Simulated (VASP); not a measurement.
Output of a VASP run:

File OSZICAR:
```
       N       E                     dE             d eps       ncg     rms          rms(c)
DAV:   1     0.853971578426E+02    0.85397E+02   -0.82561E+03   762   0.119E+03
DAV:   2    -0.161222088915E+02   -0.10152E+03   -0.93696E+02   904   0.249E+02
DAV:   3    -0.204481898941E+02   -0.43260E+01   -0.43006E+01   869   0.566E+01
DAV:   4    -0.204754336105E+02   -0.27244E-01   -0.27240E-01   834   0.499E+00
DAV:   5    -0.204757324589E+02   -0.29885E-03   -0.29885E-03   874   0.526E-01    0.981E+00
DAV:   6    -0.644662009680E+01    0.14029E+02   -0.23500E+01   754   0.598E+01    0.827E+00
DAV:   7    -0.772642786756E+01   -0.12798E+01   -0.72160E-01   759   0.110E+01    0.549E+00
DAV:   8    -0.750783764966E+01    0.21859E+00   -0.53616E-01   774   0.108E+01    0.185E+00
DAV:   9    -0.770287532842E+01   -0.19504E+00   -0.15822E-01   754   0.484E+00    0.736E-01
DAV:  10    -0.750645106403E+01    0.19642E+00   -0.23746E-01   754   0.639E+00    0.478E-01
DAV:  11    -0.763690311524E+01   -0.13045E+00   -0.83296E-02   754   0.384E+00    0.360E-01
DAV:  12    -0.763835559381E+01   -0.14525E-02   -0.30739E-03   764   0.846E-01    0.143E-01
DAV:  13    -0.763733745587E+01    0.10181E-02   -0.17230E-03   754   0.461E-01    0.843E-02
DAV:  14    -0.763828816267E+01   -0.95071E-03   -0.52576E-04   764   0.269E-01    0.355E-02
DAV:  15    -0.763857652346E+01   -0.28836E-03   -0.89328E-05   764   0.137E-01    0.360E-02
DAV:  16    -0.763855843353E+01    0.18090E-04   -0.39530E-05   784   0.976E-02    0.121E-02
DAV:  17    -0.763860225005E+01   -0.43817E-04   -0.16523E-05   754   0.506E-02    0.854E-03
DAV:  18    -0.763860172880E+01    0.52125E-06   -0.14058E-07   811   0.427E-03    0.793E-03
DAV:  19    -0.763860308623E+01   -0.13574E-05   -0.15118E-07   532   0.514E-03    0.273E-03
DAV:  20    -0.763860016130E+01    0.29249E-05   -0.13413E-07   522   0.504E-03    0.157E-03
DAV:  21    -0.763860119470E+01   -0.10334E-05   -0.17359E-08   377   0.143E-03    0.123E-03
DAV:  22    -0.763860043602E+01    0.75868E-06   -0.11743E-08   377   0.130E-03    0.415E-04
DAV:  23    -0.763860054073E+01   -0.10471E-06   -0.31468E-09   377   0.747E-04    0.160E-04
DAV:  24    -0.763860046167E+01    0.79058E-07   -0.92395E-10   377   0.393E-04
   1 F= -.76386005E+01 E0= -.76386005E+01  d E =-.303570E-15
```

File OUTCAR:
```
------------------------ aborting loop because EDIFF is reached ----------------------------------------
  FORCE on cell =-STRESS in cart. coord.  units (eV):
  Direction    XX          YY          ZZ          XY          YZ          ZX
  --------------------------------------------------------------------------------------
  Total       -0.0187603     -0.0187603     -0.0187603      0.0000000      0.0000000     -0.0000000
  in kB       -0.7091248     -0.7091248     -0.7091248      0.0000000      0.0000000     -0.0000000
  external PRESSURE =      -0.7091248 kB  Pullay stress =       0.0000000 kB
  volume of cell :       42.39
      direct lattice vectors                 reciprocal lattice vectors
     0.000000000  2.767359030  2.767359030    -0.180677677  0.180677677  0.180677677
     2.767359030  0.000000000  2.767359030     0.180677677 -0.180677677  0.180677677
     2.767359030  2.767359030  0.000000000     0.180677677  0.180677677 -0.180677677
  FREE ENERGIE OF THE ION-ELECTRON SYSTEM (eV)
  ---------------------------------------------------
  free  energy   TOTEN  =        -7.6386004617 eV

  energy  without entropy=       -7.6386004617  energy(sigma->0) =       -7.63860046
```
(Selected blocks of OUTCAR.)

File POSCAR:
```
AgCl
1
    0.0000000000     2.7673590299     2.7673590299
    2.7673590299     0.0000000000     2.7673590299
    2.7673590299     2.7673590299     0.0000000000
Ag Cl
1 1
Direct
  0.0000000000   0.0000000000   1.0000000000
  0.5000000000   0.5000000000   0.5000000000
```

Problem. Reconstruct the remaining input files.

Solution. This is not unique; one that fits is the input of the run itself, MS2 meta-GGA, plane waves, VASP's PBE PAW potentials (set 64).

### INCAR
```
ALGO = Normal
EDIFF = 1E-7
ENCUT = 520
ISIF = 2
ISMEAR = 0
LASPH = .TRUE.
LCHARG = .FALSE.
LMAXMIX = 4
LMIXTAU = .TRUE.
LREAL = .FALSE.
LWAVE = .FALSE.
METAGGA = MS2
NELM = 100
PREC = Accurate
SIGMA = 0.05
SYSTEM = AgCl
```

File KPOINTS:
```
Automatic mesh
0
Gamma
8 8 8
0 0 0
```

POTCAR, in this order: Ag Cl (PBE.64 set). Program: vasp_std.

The compound is AgCl in the rock salt structure. It was relaxed first.
